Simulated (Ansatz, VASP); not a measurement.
**OsRu (OsRu in the Bh ordering) in two plane-wave programs**

Wanted: the spread between two codes on one cell, functional and k mesh. The cell is generated by rule, not measured, and may not be a known phase. The cell is taken from a series of runs on this material, whose earlier steps may have relaxed, scaled, displaced or heated it; both programs get it as it stands.

Method: plane waves, with VASP 6.6.1 beside it; relaxation of cell and atoms at PBEsol, in Ansatz 0.2.0.

The structure was built from a prototype and need not be the compound's stable phase.

### Step 1. Set-up

The structure is hexagonal, space group P-6m2 (No. 187). The conventional cell has a = 2.709 Å, b = 2.709 Å, c = 4.283 Å, α = 90.00°, β = 90.00°, γ = 120.00°. Nearest to Os lie 6 Ru at 2.65 Å and 6 Os at 2.71 Å. Nearest to Ru lie 6 Os at 2.65 Å and 6 Ru at 2.71 Å. Farther neighbours are not listed.

Coordinates:

```cif
data_structure
_symmetry_space_group_name_H-M 'P 1'
_symmetry_Int_Tables_number 1
_cell_length_a 2.7085
_cell_length_b 2.7085
_cell_length_c 4.2826
_cell_angle_alpha 90.000
_cell_angle_beta 90.000
_cell_angle_gamma 120.000
_cell_volume 27.21
loop_
_atom_site_label
_atom_site_type_symbol
_atom_site_fract_x
_atom_site_fract_y
_atom_site_fract_z
_atom_site_occupancy
Os1 Os 0.33333 0.66667 0.25000 1
Ru2 Ru 0.66667 0.33333 0.75000 1
```

### Step 2. VASP: relaxation of cell and atoms, PBEsol

The relaxed volume is the usual yardstick between codes: in a stiff, nearly cubic crystal its relative difference is about their pressure difference at one cell divided by the bulk modulus.

Lines of VASP's logs that name or quote its potential files are left out, and so is its time.

Input file INCAR:

```
SYSTEM = OsRu
PREC = Accurate
ENCUT = 600
EDIFF = 1E-07
NELM = 120
ISMEAR = 1
SIGMA = 0.2
LREAL = .FALSE.
ALGO = Normal
GGA = PS
NBANDS = 17
LASPH = .TRUE.
LORBIT = 11
LWAVE = .FALSE.
LCHARG = .FALSE.
ISIF = 3
IBRION = 2
NSW = 80
EDIFFG = -0.005
GGA_COMPAT = .FALSE.
NELMIN = 4
KPAR = 2
```

Input file POSCAR:

```
OsRu
1.0
    2.7085440000      0.0000030000      0.0000000000
   -1.3542750000      2.3456670000      0.0000000000
    0.0000000000      0.0000000000      4.2825960000
Os Ru
1 1
Direct
    0.3333333333      0.6666666667      0.2500000000
    0.6666666667      0.3333333333      0.7500000000
```

Input file KPOINTS:

```
Automatic mesh
0
Gamma
12 12 8
0 0 0
```

Potentials, in the order of the species: Os and Ru_pv (PBE family, release 64).

Command:

```
> mpirun -np 2 vasp_std
```

Numbers of over 12 decimals in the logs are rounded to 6 here.

Log:

```text
[banner, memory and clock lines left out]
running    2 mpi-ranks, on    1 nodes
 distrk:  each k-point on    1 cores,    2 groups
 distr:  one band on    1 cores,    1 groups

 POSCAR found type information on POSCAR OsRu
 POSCAR found :  2 types and       2 ions
|                                                                             |
|               ----> ADVICE to this user running VASP <----                  |
|                                                                             |
|     You enforced a specific xc type in the INCAR file but a different       |
|     [... a line on the potential file left out ...]
|     I HOPE YOU KNOW WHAT YOU ARE DOING!                                     |
|                                                                             |

 LDA part: xc-table for (Slater+PW92), standard interpolation
 POSCAR, INCAR and KPOINTS ok, starting setup
 FFT: planning ... GRIDC
 FFT: planning ... GRID_SOFT
 FFT: planning ... GRID
 WAVECAR not read
 entering main loop
       N       E                     dE             d eps       ncg     rms          rms(c)
DAV:   1     0.201605949433E+03    0.20161E+03   -0.14035E+04  3230   0.151E+03
DAV:   2    -0.185871496315E+02   -0.22019E+03   -0.21310E+03  3366   0.435E+02
DAV:   3    -0.239740163589E+02   -0.53869E+01   -0.52875E+01  3899   0.688E+01
DAV:   4    -0.240250375066E+02   -0.51021E-01   -0.50966E-01  4116   0.646E+00
DAV:   5    -0.240258461312E+02   -0.80862E-03   -0.80767E-03  4216   0.693E-01    0.224E+01
DAV:   6    -0.226783781899E+02    0.13475E+01   -0.23241E+00  4012   0.141E+01    0.832E+00
DAV:   7    -0.224551028313E+02    0.22328E+00   -0.76394E-01  4271   0.692E+00    0.121E+00
DAV:   8    -0.224505892938E+02    0.45135E-02   -0.12016E-01  4110   0.230E+00    0.104E+00
DAV:   9    -0.224405963610E+02    0.99929E-02   -0.32025E-02  3998   0.161E+00    0.218E-01
DAV:  10    -0.224399668758E+02    0.62949E-03   -0.17996E-03  3887   0.444E-01    0.107E-01
DAV:  11    -0.224399595558E+02    0.73201E-05   -0.29579E-05  4242   0.552E-02    0.545E-02
DAV:  12    -0.224399612246E+02   -0.16688E-05   -0.16306E-05  3905   0.267E-02    0.132E-02
DAV:  13    -0.224399597096E+02    0.15149E-05   -0.26003E-06  3871   0.152E-02    0.181E-03
DAV:  14    -0.224399598082E+02   -0.98609E-07   -0.10700E-07  2447   0.276E-03
   1 F= -.22439960E+02 E0= -.22440305E+02  d E =-.224400E+02
 curvature:   0.00 expect dE= 0.000E+00 dE for cont linesearch  0.000E+00
 trial: gam= 0.00000 g(F)=  0.280E-43 g(S)=  0.303E-03 ort = 0.000E+00 (trialstep = 0.100E+01)
 search vector abs. value=  0.303E-03
 bond charge predicted
       N       E                     dE             d eps       ncg     rms          rms(c)
DAV:   1    -0.224461997435E+02   -0.62400E-02   -0.12773E-01  3338   0.388E+00    0.768E-01
DAV:   2    -0.224497105408E+02   -0.35108E-02   -0.13227E-01  3797   0.298E+00    0.772E-01
DAV:   3    -0.224396581073E+02    0.10052E-01   -0.59008E-02  3979   0.183E+00    0.135E-01
DAV:   4    -0.224395201034E+02    0.13800E-03   -0.19245E-03  3353   0.373E-01    0.538E-02
DAV:   5    -0.224395353681E+02   -0.15265E-04   -0.54381E-05  4141   0.563E-02    0.243E-02
DAV:   6    -0.224395369986E+02   -0.16305E-05   -0.18554E-05  4255   0.351E-02    0.494E-03
DAV:   7    -0.224395369901E+02    0.84738E-08   -0.14067E-06  4178   0.983E-03    0.189E-03
DAV:   8    -0.224395370738E+02   -0.83674E-07   -0.79354E-08  1950   0.237E-03
   2 F= -.22439537E+02 E0= -.22439879E+02  d E =0.422734E-03
 trial-energy change:    0.000423  1 .order    0.000417   -0.000303    0.001137
 step:   0.2065(harm=  0.2103)  dis= 0.00000  next Energy=   -22.439991 (dE=-0.312E-04)
 bond charge predicted
       N       E                     dE             d eps       ncg     rms          rms(c)
DAV:   1    -0.224441216386E+02   -0.45846E-02   -0.80160E-02  3288   0.307E+00    0.615E-01
DAV:   2    -0.224458621479E+02   -0.17405E-02   -0.76603E-02  3764   0.229E+00    0.600E-01
DAV:   3    -0.224400866860E+02    0.57755E-02   -0.35231E-02  3953   0.142E+00    0.108E-01
DAV:   4    -0.224399719762E+02    0.11471E-03   -0.12551E-03  3366   0.307E-01    0.456E-02
DAV:   5    -0.224399890073E+02   -0.17031E-04   -0.34689E-05  4149   0.482E-02    0.152E-02
DAV:   6    -0.224399907062E+02   -0.16989E-05   -0.11396E-05  4240   0.270E-02    0.397E-03
DAV:   7    -0.224399909364E+02   -0.23017E-06   -0.99005E-07  4056   0.769E-03    0.156E-03
DAV:   8    -0.224399909887E+02   -0.52278E-07   -0.47185E-08  1856   0.208E-03
   3 F= -.22439991E+02 E0= -.22440336E+02  d E =-.311804E-04
 curvature:  -0.11 expect dE=-0.329E-06 dE for cont linesearch -0.141E-07
 trial: gam=-0.01074 g(F)=  0.190E-44 g(S)=  0.313E-05 ort = 0.638E-05 (trialstep = 0.841E+00)
 search vector abs. value=  0.302E-05
 reached required accuracy - stopping structural energy minimisation
```

OUTCAR, selected parts (step 2):

```text
ion  position               nearest neighbor table
   1  0.333  0.667  0.250-   2 2.65   2 2.65   2 2.65   2 2.65   2 2.65   2 2.65
   2  0.667  0.333  0.750-   1 2.65   1 2.65   1 2.65   1 2.65   1 2.65   1 2.65

  LATTYP: Found a hexagonal cell.
 ALAT       =     2.7085440000
 C/A-ratio  =     1.5811432268

 Subroutine GETGRP returns: Found 12 space group operations
 (whereof  6 operations were pure point group operations)

The static configuration has the point symmetry C_3v.
 The point group associated with its full space group is D_3h.

 Found     95 irreducible k-points:

   k-points           NKPTS =     95   k-points in BZ     NKDIM =     95   number of bands    NBANDS=     17

   dimension x,y,z NGX =    24 NGY =   24 NGZ =   36
   dimension x,y,z NGXF=    48 NGYF=   48 NGZF=   72

   ENCUT  =  600.0 eV  44.10 Ry    6.64 a.u.   5.41  5.41  8.55*2*pi/ulx,y,z

   NELECT =      22.0000    total number of electrons

 k-points in reciprocal lattice and weights: Automatic mesh
   0.00000000  0.00000000  0.00000000       0.001
   0.08333333  0.00000000  0.00000000       0.005
   0.16666667 -0.00000000  0.00000000       0.005
   0.25000000  0.00000000  0.00000000       0.005
   0.33333333  0.00000000  0.00000000       0.005
   0.41666667  0.00000000  0.00000000       0.005
   0.50000000  0.00000000  0.00000000       0.003
   0.08333333  0.08333333  0.00000000       0.005
   0.16666667  0.08333333  0.00000000       0.010
[...]
0.33333333  0.25000000  0.50000000       0.010
   0.33333333  0.33333333  0.50000000       0.002

 average (electrostatic) potential at core
       1 -41.1597       2 -68.7695

 E-fermi :  11.1857

 k-point     1 :       0.0000    0.0000    0.0000
  band No.  band energies     occupation
    ...
      8       8.5075      2.00000
      9       9.0701      2.00000
     10       9.0701      2.00000
     11       9.6588      2.00000
     12       9.6588      2.00000
     13      11.7875     -0.00018
     14      12.6707     -0.00000
     15      12.6707     -0.00000
     16      21.0308      0.00000
     17      21.3841      0.00000

 k-point     2 :       0.0833    0.0000    0.0000
  band No.  band energies     occupation
    ...
      9       8.9728      2.00000
     10       9.2822      2.00000
     11       9.3332      2.00000
     12       9.4832      2.00000
     13      10.5417      2.00005
     14      12.7833     -0.00000
     15      14.3231     -0.00000
     16      20.9965      0.00000
     17      21.3818      0.00000

 k-point     3 :       0.1667   -0.0000    0.0000
  band No.  band energies     occupation
    ...
      9       9.0675      2.00000
     10       9.1940      2.00000
     11       9.5387      2.00000
     12       9.8056      2.00000
     13       9.9014      2.00000
     14      13.0249     -0.00000
     15      16.4894      0.00000
     16      20.8562      0.00000
     17      21.3755      0.00000

  Total       -0.0049521     -0.0049521      0.0089737      0.0000000     -0.0000000     -0.0000000
  in kB       -0.2913297     -0.2913298      0.5279170      0.0000000     -0.0000000     -0.0000000
  external PRESSURE =      -0.0182475 kB  Pullay stress =       0.0000000 kB

  energy-cutoff  :      600.00
  volume of cell :       27.23
      direct lattice vectors                 reciprocal lattice vectors
     2.709232051  0.000003001 -0.000000000     0.369108051  0.213105187 -0.000000000
    -1.354619026  2.346262869 -0.000000000    -0.000000472  0.426209430 -0.000000000
     0.000000000  0.000000000  4.284425277     0.000000000  0.000000000  0.233403534

 POSITION                                       TOTAL-FORCE (eV/Angst)
 -----------------------------------------------------------------------------------
     -0.00000      1.56418      1.07111         0.000000      0.000000     -0.000000
      1.35462      0.78209      3.21332        -0.000000     -0.000000      0.000000
 -----------------------------------------------------------------------------------
    total drift:                               -0.000002     -0.000003      0.000000

  FREE ENERGIE OF THE ION-ELECTRON SYSTEM (eV)
  ---------------------------------------------------
  free  energy   TOTEN  =       -22.4399909887 eV

  energy  without entropy=      -22.4410253796  energy(sigma->0) =      -22.44033579

 reached required accuracy - stopping structural energy minimisation

 total charge
# of ion       s       p       d       tot
------------------------------------------
    1        0.682   0.770   6.015   7.467
    2        0.400   6.347   5.974  12.722
--------------------------------------------------
tot          1.082   7.118  11.989  20.189

[... 3 further parts left out ...]
```

### Step 3. Ansatz: relaxation of cell and atoms, PBEsol

Ansatz runs on norm-conserving files, of PseudoDojo where its log says so.

The same cell, functional, mesh and smearing now go to Ansatz, which takes its cutoff from its data sets.

Input file input.yaml:

```yaml
crystal:
  lattice:
    - [2.7085443466, 2.9053e-06, 0.0]
    - [-1.3542746894, 2.3456667588, 0.0]
    - [0.0, 0.0, 4.2825957206]
  atoms:
    - { symbol: Os, position: [0.3333333333, 0.6666666667, 0.25] }
    - { symbol: Ru, position: [0.6666666667, 0.3333333333, 0.75] }
kpoints:
  mp_grid: { grid: [12, 12, 8] }
hamiltonian:
  xc: pbesol
  pseudopotentials: { kind: nc }
scf:
  occupations: { method: methfessel_paxton, width: 0.2 }
output:
  forces: true
  stress: true
  eigenvalues: true
relax:
  adjacent_minimum: "off"
  f_tol: 0.001
  max_steps: 60
  cell: { stress_tol: 0.01 }
```

Command:

```
> ansatz run input.yaml --threads 4 --pin off --max-ram 8192MiB --backend cpu --events-out ev --progress --plain --runs-dir out
```

Log:

```text
Engine: ansatz 0.2.0, x86_64-unknown-linux-gnu
Pseudopotentials: kind: nc
Pseudopotential: Os, nc, valence charge 16, recommended cutoff 1006.821291 eV (normal), Os.nc.azcp (PseudoDojo's, or run here from an input of PseudoDojo's: the run reads no file of this project's for it)
Pseudopotential: Ru, nc, valence charge 16, recommended cutoff 1142.878222 eV (normal), Ru.nc.azcp (PseudoDojo's, or run here from an input of PseudoDojo's: the run reads no file of this project's for it)
Functional definition: PBEsol
  exchange = pbesol_x
  correlation = pbesol_c
Crystal: 2 atoms, lattice volume = 27.209 Å³
Basis set: ecut = 1142.878222 eV, 2417 PW (Γ), exchange–correlation on 60×60×96 points (8 copies of the dense FFT grid, shifted against one another)
Bands: 20, of which v1, the nominal top of the filled ones, is band 16 counted from 1 (15 counted from 0)
Symmetry: 12 space group operations
Space group: P-6m2 (ITA 187), of the structure as read, at distance tolerance 3.0e-5 Å
k-points: 95 of 1152 (time reversal used)
Non-local potential: Os, projectors of the file, l = 0: 2, l = 1: 2, l = 2: 2, l = 3: 2
Non-local potential: Ru, projectors of the file, l = 0: 2, l = 1: 2, l = 2: 2
Initial density: superposition of atomic densities (chi_scale 0.1, normalization cell)
Initial wavefunctions: pseudopotential atomic-orbital guess
Functional: x = pbesol(κ = 0.804, μ = 0.123457), c = pbesol(β = 0.046)
SCF iter   1: F=—  HF=-5503.206322 eV  |F-HF|=—  |Δ(HF+E_count)|=         —  Δρ=1.41e-1  dr2=8.12e0  ethr=3.10e-3  ⟨swp⟩=5.8  Hψ=8556  notcnv=0
preconditioner: auto → none  [metal: Δε(μ)=0.025 eV  Ē_g=6.811 eV  σ=0.200 eV  W_gap=0.11  n_scr=8 (ndim 8)  ℏωp=28.5 eV  f_vac=0.000  D(μ)=1.46/eV (n_scr^D=22)  sad-step TF]
SCF iter   2: F=—  HF=-5502.113359 eV  |F-HF|=—  |Δ(HF+E_count)|=    1.09e0  S|Δr|=    0.00e0  Δρ=6.30e-2  dr2=1.47e0  ethr=3.10e-3  ⟨swp⟩=2.9  Hψ=4330  notcnv=0  defer=11
SCF iter   3: F=—  HF=-5502.104129 eV  |F-HF|=—  |Δ(HF+E_count)|=   9.23e-3  S|Δr|=    0.00e0  Δρ=5.96e-2  dr2=2.32e0  ethr=3.10e-3  ⟨swp⟩=2.4  Hψ=3561  notcnv=0  defer=10
SCF iter   4: F=—  HF=-5501.872979 eV  |F-HF|=—  |Δ(HF+E_count)|=   2.31e-1  S|Δr|=    0.00e0  Δρ=1.31e-2  dr2=2.16e-2  ethr=3.10e-3  ⟨swp⟩=2.1  Hψ=2985  notcnv=0  defer=10
SCF iter   5: F=—  HF=-5501.868050 eV  |F-HF|=—  |Δ(HF+E_count)|=   4.93e-3  S|Δr|=    0.00e0  Δρ=2.99e-3  dr2=1.04e-3  ethr=6.75e-5  ⟨swp⟩=2.2  Hψ=3512  notcnv=0  defer=10
SCF iter   6: F=—  HF=-5501.867734 eV  |F-HF|=—  |Δ(HF+E_count)|=   3.16e-4  S|Δr|=    0.00e0  Δρ=8.02e-4  dr2=1.46e-4  ethr=3.24e-6  ⟨swp⟩=2.0  Hψ=3412  notcnv=0  defer=10
SCF iter   7: F=—  HF=-5501.867723 eV  |F-HF|=—  |Δ(HF+E_count)|=   1.12e-5  S|Δr|=    0.00e0  Δρ=1.42e-4  dr2=1.86e-6  ethr=4.55e-7  ⟨swp⟩=1.8  Hψ=2554  notcnv=0  defer=10
SCF iter   8: F=—  HF=-5501.867719 eV  |F-HF|=—  |Δ(HF+E_count)|=   3.90e-6  S|Δr|=    0.00e0  Δρ=2.77e-5  dr2=6.02e-8  ethr=3.13e-10  ⟨swp⟩=7.3  Hψ=12649  notcnv=0
SCF iter   9: F=-5501.867719 eV  HF=-5501.867719 eV  |F-HF|=2.92e-9  |Δ(HF+E_count)|=   6.04e-9  S|Δr|=    0.00e0  Δρ=5.26e-6  dr2=4.06e-9  ethr=1.88e-10  ⟨swp⟩=3.0  Hψ=7963  notcnv=0
SCF 1 converged in 9 iterations: F = -5501.867719 eV  dr2 = 4.06e-9
relax step   1: F+E_penalty+E_count = -5501.86771896 eV  Δ(F+E_penalty+E_count) = +0.000e0 eV  max|allowed force component| = 7.864e-17 eV/Å  Δτ_max = 0.0000 Å  P = +0.059 GPa  Ω = 27.209 Å³  (9 SCF iters, dr2 threshold 1.00e-7 eV, accepted)
[...]
relax step   2: F+E_penalty+E_count = -5501.86771519 eV  Δ(F+E_penalty+E_count) = +3.775e-6 eV  max|allowed force component| = 6.939e-17 eV/Å  Δτ_max = 0.0000 Å  P = -0.084 GPa  Ω = 27.218 Å³  energy of the carried Pulay correction = -3.009e-6 eV  (4 SCF iters, dr2 threshold 3.11e-8 eV, rejected (line search))
[...]
relax step   3: F+E_penalty+E_count = -5501.86771910 eV  Δ(F+E_penalty+E_count) = -1.434e-7 eV  max|allowed force component| = 2.776e-17 eV/Å  Δτ_max = 0.0000 Å  P = +0.004 GPa  Ω = 27.213 Å³  energy of the carried Pulay correction = -1.161e-6 eV  (7 SCF iters, accepted)
[...]
relax step   4: F+E_penalty+E_count = -5501.86772039 eV  Δ(F+E_penalty+E_count) = -1.290e-6 eV  max|allowed force component| = 2.776e-17 eV/Å  Δτ_max = 0.0000 Å  P = +0.004 GPa  Ω = 27.213 Å³  stress off target by 6.13e-3 GPa  SCF on the basis re-selected at this cell (its energy is not comparable with the rows above)  (10 SCF iters)
basis re-selected at this cell: Δ(F+E_penalty+E_count) = -1.290e-6 eV, ΔP = +0.000 GPa vs the last step (what re-selecting the basis moved, of the pressure what is left beyond the Pulay correction that the steps carried, after the strain that the cell walked since its last selection, with what the two solves' SCF thresholds leave and, on support functions, any second-order correction that the steps lacked; it is no m [...]
SCF converged after 10 iterations
Stability not checked: this state was not tested for a lower state beside it, because cold or Methfessel-Paxton smearing, or corrected tetrahedra, fill the levels in a way that the test cannot read (fill_not_monotonic; see scf.lower_state_search)
Free energy (F): -5501.867720 eV
Harris-Foulkes:  -5501.867720 eV  (|F-HF|=9.09e-13)
Internal energy: -5501.868762 eV  (E = F + TS)
E sigma→0 (E₀):  -5501.867981 eV
Entropy (-TS):   0.001041 eV (0.521 meV/atom)
Fermi energy:    25.229100 eV
Step filling:    the computed levels leave a gap of 0.0277 eV = 0.1 smearing widths at the electron count; against every level under it full and every level over it empty, smearing changes F+E_penalty+E_count by +0.777 meV and its σ→0 estimate by +0.517 meV
--- Per-component energies (eV) ---
  E_band       = -105.370667
  E_kinetic    = 1646.352820
  E_local      = -2712.177954  (includes V_loc(G=0)·N_el)
  E_nonlocal   = 359.282784
  E_hartree    = 684.788412
  E_xc         = -1021.147109
  E_vxc        = -768.405139  (∫ρ·V_xc dr)
  E_ewald      = -4458.967714
  E_smearing   = 0.001041  (= −TS)
  E_closure    = 0.000000  (closes the sum)
  Σ components = -5501.867720   (vs F -5501.867720, Δ=0.00e0)
--- Forces (eV/Å), atoms counted from 1 ---
  atom   1  Os     0.00000000     0.00000000     0.00000000
  atom   2  Ru     0.00000000     0.00000000     0.00000000
  max |Σ_I F_I| component: 1.67e-16 eV/Å
--- Stress (GPa, compression-positive) ---
        0.006132       0.000000       0.000000
       -0.000000       0.006132       0.000000
        0.000000       0.000000      -0.001250
  P = ⅓ Tr σ = 0.0037 GPa (0.037 kbar)
--- Band table (eV; the first three rows and the last of 95) ---
  k-point 0: bands = [... 12 lower, 22.5483, 23.1118, 23.1118, 23.7002, 23.7002, 25.8197, 26.7253, 26.7253]
  k-point 1: bands = [... 12 lower, 22.4471, 22.9968, 22.9968, 23.9665, 23.9665, 25.2264, 26.7426, 26.7426]
  k-point 2: bands = [... 12 lower, 22.1927, 22.7208, 22.7208, 23.9371, 24.5627, 24.5627, 26.7137, 26.7137]
  k-point 94: bands = [... 12 lower, 21.9101, 22.2534, 23.8479, 23.9572, 26.5146, 26.8563, 33.2570, 34.1490]
--- Relaxed structure (3 steps of the walk, 2 accepted, 1 SCFs on fresh bases) ---
  F+E_penalty+E_count = -5501.86772039 eV   max|allowed force component| = 2.776e-17 eV/Å   (the final SCF, on the basis selected at the relaxed cell)
  cell:  # Å, volume = 27.2125 Å³
    - [2.708539, 2.905314922021659e-6, 0.0]
    - [-1.354272, 2.345662, 0.0]
    - [0.0, 0.0, 4.283199]
  atoms:
    - { symbol: Os, position: [0.333333, 0.666667, 0.250000] }
    - { symbol: Ru, position: [0.666667, 0.333333, 0.750000] }
```

### Step 4. Differences

Known differences besides the potentials themselves: the data sets hold 32 valence electrons in Ansatz (on norm-conserving files, of PseudoDojo where its log says so) and 22 in VASP; the cutoff is 1142.88 eV in Ansatz and 600 eV in VASP; Ansatz adds a Pulay correction to the stress that steers its cell, VASP none. Total energies have different zeros and are not compared.

The two programs side by side:

```csv
quantity,Ansatz,VASP,difference
volume (Å³),27.21,27.23,-0.08 %
"edge a after relaxation, in the typed setting (Å)",2.708,2.709,-0.03 %
"edge c after relaxation, in the typed setting (Å)",4.283,4.284,-0.03 %
```

### Step 5. Summary of results

* difference in volume (relaxation of cell and atoms, PBEsol): -0.080 %

**Reading.** The difference in volume is -0.080 % (relaxation of cell and atoms, PBEsol), within the 1.2 % picked in this series as the mark of a large difference, as far as the stopping tolerances let one tell. The data sets hold unlike numbers of valence electrons (32 in Ansatz and 22 in VASP), so part of the differences comes from the potentials. 2 further runs of this series are not shown here. How closely two codes agree says nothing of how well the functional describes the real material.

[Lines on the potential files, build, host, timing and source positions are cut from VASP's logs without a mark.]

[Logs are printed without paths, hosts, clocks, repeated set-up lines and the standing remarks that a program may print on its own settings, such as how far it seeks lower states.]

[Hosts, paths, dates, database ids (printed as entryN), source tags and the programs' standing remarks are cut or masked in the printed files.]
